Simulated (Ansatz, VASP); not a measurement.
# TiW26 (W wire along [111], 3 atoms a period): VASP beside Ansatz, part 3 of 3

Wanted: the spread between two codes on one cell, functional and k mesh. Of the first pair: The structure shown is the start of the Ansatz relaxation below; VASP solves that cell, so the two are compared at the walk's first step.

VASP 6.6.1 and Ansatz 0.2.0.

So far. Step 4 (Comparison): The forces differ by 290 meV/Å r.m.s., which is 79.6 % of the r.m.s. force of 0.364 eV/Å (both taken over all components). Moments aren't recorded for both runs of this pair, so they may hold unlike magnetic states.

**6. VASP: single point, PBE, relaxed cell, pair 2**

Level of this step: PBE, zero-moment start; plane waves and PAW (W, Ti_sv) (VASP).

The same cell, functional, mesh and smearing now go to VASP, with its own data sets.

Input file INCAR:

```
SYSTEM = TiW26
PREC = Accurate
ENCUT = 520
EDIFF = 1E-06
NELM = 200
ISMEAR = -1
SIGMA = 0.1
LREAL = .FALSE.
ALGO = Normal
GGA = PE
NBANDS = 104
ISPIN = 2
MAGMOM = -0 0 -0 0 -0 0 -0 0 -0 0 -0 -0 0 0 -0 -0 0 -0 0 -0 0 -0 0 -0 0 -0 -0
LASPH = .TRUE.
LMAXMIX = 4
LORBIT = 11
LWAVE = .FALSE.
LCHARG = .FALSE.
ISIF = 2
GGA_COMPAT = .FALSE.
```

Input file POSCAR:

```
TiW26
1.0
    9.0420000000      0.0000000000      0.0000000000
    0.0000000000      9.3880000000      0.0000000000
    0.0000000000      0.0000000000     23.5446548928
W Ti
26 1
Direct
    0.3844659150      0.3764742770      0.0003172300
    0.3844659150      0.6235570570      0.0367198070
    0.6070390280      0.5000156670      0.0740740740
    0.3844659150      0.3764742770      0.1114283410
    0.3844659150      0.6235570570      0.1478309180
    0.6070390280      0.5000156670      0.1851851850
    0.3844659150      0.3764742770      0.2225394520
    0.3844659150      0.6235570570      0.2589420290
    0.6070390280      0.5000156670      0.2962962960
    0.3853759877      0.3769117601      0.3341077073
    0.3797229758      0.6240964495      0.3697698709
    0.6034525737      0.5052742252      0.4094584052
    0.3849659066      0.3807559579      0.4439730485
    0.6027639923      0.5016388620      0.5192673278
    0.3810208060      0.3821321759      0.5538936290
    0.3861511513      0.6277910761      0.5926106654
    0.6061194573      0.4996163074      0.6292615580
    0.3844659150      0.3764742770      0.6669838970
    0.3844659150      0.6235570570      0.7033864740
    0.6070390280      0.5000156670      0.7407407410
    0.3844659150      0.3764742770      0.7780950080
    0.3844659150      0.6235570570      0.8144975850
    0.6070390280      0.5000156670      0.8518518520
    0.3844659150      0.3764742770      0.8892061190
    0.3844659150      0.6235570570      0.9256086960
    0.6070390280      0.5000156670      0.9629629630
    0.3755793575      0.6380740068      0.4812545338
```

Input file KPOINTS:

```
Automatic mesh
0
Gamma
1 1 1
0 0 0
```

The projector-augmented-wave data sets are W and Ti_sv (PBE family, release 64).

The run is started by

```bash
mpirun -np 4 vasp_gam
```

Numbers of over 12 decimals in the logs are rounded to 6 here.

The program printed:

```text
[banner, memory and clock lines left out]
running    4 mpi-ranks, on    1 nodes
[...]
[... a notice as in an earlier step ...]

 LDA part: xc-table for (Slater+PW92), standard interpolation
 POSCAR, INCAR and KPOINTS ok, starting setup
[...]
entering main loop
       N       E                     dE             d eps       ncg     rms          rms(c)
DAV:   1     0.108592788164E+04    0.10859E+04   -0.63870E+04   448   0.128E+03
DAV:   2    -0.591832400174E+02   -0.11451E+04   -0.10906E+04   576   0.248E+02
DAV:   3    -0.277060346351E+03   -0.21788E+03   -0.20934E+03   632   0.100E+02
DAV:   4    -0.297011286151E+03   -0.19951E+02   -0.19317E+02   648   0.302E+01
[...]
DAV:  30    -0.270399584857E+03   -0.20793E-05   -0.43779E-06   304   0.272E-03    0.269E-03
DAV:  31    -0.270399586052E+03   -0.11956E-05   -0.34393E-06   256   0.237E-03    0.212E-03
DAV:  32    -0.270399586597E+03   -0.54437E-06   -0.28255E-06   256   0.180E-03
   1 F= -.27039959E+03 E0= -.26977252E+03  d E =-.125413E+01  mag=     0.0059
```

OUTCAR, selected parts (step 6):

```text
  Total       -7.8650750     -8.0088303    -11.9720746     -0.2533533      0.3208907      0.2504839
  in kB       -6.3049774     -6.4202178     -9.5973224     -0.2030987      0.2572396      0.2007985
  external PRESSURE =      -7.4408392 kB  Pullay stress =       0.0000000 kB

 POSITION                                       TOTAL-FORCE (eV/Angst)
 -----------------------------------------------------------------------------------
      3.47634      3.53434      0.00747         0.274884      0.466527      0.006435
      3.47634      5.85395      0.86456         0.212003     -0.467729      0.016777
      5.48885      4.69415      1.74405        -0.445149     -0.004739     -0.000731
      3.47634      3.53434      2.62354         0.241343      0.437000      0.011470
      3.47634      5.85395      3.48063         0.217934     -0.427226     -0.022169
      5.48885      4.69415      4.36012        -0.477764     -0.048023     -0.011551
      3.47634      3.53434      5.23961         0.249547      0.470238      0.032381
      3.47634      5.85395      6.09670         0.385579     -0.610026      0.150283
      5.48885      4.69415      6.97619        -0.686040      0.198547     -0.048682
      3.48457      3.53845      7.86645         0.280894      0.454835      0.005514
      3.43346      5.85902      8.70610         0.248128     -0.471680     -0.065737
      5.45642      4.74351      9.64056        -0.585504     -0.072737      0.069861
      3.48086      3.57454     10.45319         0.353061      0.250884     -0.150949
      5.45019      4.70939     12.22597        -0.382917     -0.177478      0.145118
[...]
-----------------------------------------------------------------------------------
    total drift:                                0.000344     -0.000374      0.000393

  FREE ENERGIE OF THE ION-ELECTRON SYSTEM (eV)
  ---------------------------------------------------
  free  energy   TOTEN  =      -270.3995865968 eV

  energy  without entropy=     -269.1454529129  energy(sigma->0) =     -269.77251975

 magnetization (x)
# of ion       s       p       d       tot
------------------------------------------
    1       -0.000  -0.000  -0.000  -0.000
    2       -0.000  -0.000  -0.000  -0.000
    3        0.000  -0.000  -0.000  -0.000
    4       -0.000   0.000   0.000   0.000
    5        0.000   0.000   0.000   0.000
    6        0.000   0.000   0.000   0.000
    7        0.000   0.000   0.000   0.000
    8        0.000   0.000   0.000   0.000
    9        0.000   0.000   0.000   0.000
   10        0.000   0.000   0.000   0.000
   11        0.000   0.000   0.000   0.000
   12        0.000   0.000   0.000   0.000
   13        0.000   0.000   0.000   0.000
[...]
--------------------------------------------------
tot          0.000   0.000   0.001   0.002

[... 2 parts as in an earlier step ...]

[... 1 further part left out ...]
[key lines of the parts left out:]
E-fermi :  -1.5146
```

**7. Side by side**

What differs besides the data sets and the points named for the pairs above, as far as they apply: the data sets hold 376 valence electrons in Ansatz (on its default PAW (the set named soft_2) files) and 168 in VASP. Total energies have different zeros and are not compared.

Forces on 7 of the 27 atoms, those with the largest forces and the largest differences (eV/Å; atoms numbered as in POSCAR):

| atom | Ansatz x, y, z | VASP x, y, z |
| --- | --- | --- |
| W1 | 0.020, 0.007, -0.001 | 0.275, 0.467, 0.006 |
| W8 | 0.130, -0.149, 0.151 | 0.386, -0.610, 0.150 |
| W9 | -0.165, 0.200, -0.018 | -0.686, 0.199, -0.049 |
| W12 | -0.017, -0.004, 0.003 | -0.586, -0.073, 0.070 |
| W15 | 0.006, 0.017, -0.001 | 0.346, 0.490, -0.058 |
| W18 | -0.091, 0.229, -0.008 | 0.172, 0.698, 0.027 |
| W19 | 0.054, -0.177, -0.133 | 0.310, -0.638, -0.144 |

The forces differ by 296 meV/Å r.m.s., where the r.m.s. force is 0.059 eV/Å in Ansatz and 0.311 eV/Å in VASP: the atoms lie near their places of rest in Ansatz, so a percentage would say little (all taken over all components).

**8. Outcome**

```json
{
 "r.m.s. force difference (single point, PBE, start cell, pair 1)": "80 % of the r.m.s. force",
 "r.m.s. force difference (single point, PBE, relaxed cell, pair 2)": "95 % of the r.m.s. force"
}
```

What this shows: The r.m.s. force difference is 95 % of the r.m.s. force (single point, PBE, relaxed cell, pair 2), beyond the 3 % picked in this series as the mark of a large difference. The data sets hold unlike numbers of valence electrons (376 in Ansatz and 168 in VASP), so part of the differences comes from the potentials. Ansatz's own log doubts the convergence of its single point, PBE, start cell, pair 1 run, which may account for the difference. Ansatz's own log doubts the convergence of its single point, PBE, relaxed cell, pair 2 run, which may account for the difference. How closely two codes agree says nothing of how well the functional describes the real material.

[Lines on the potential files, build, host, timing and source positions are cut from VASP's logs without a mark.]

[Logs are printed without paths, hosts, clocks, repeated set-up lines and the standing remarks that a program may print on its own settings, such as how far it seeks lower states.]

[Hosts, paths, dates, database ids (printed as entryN), source tags and the programs' standing remarks are cut or masked in the printed files.]
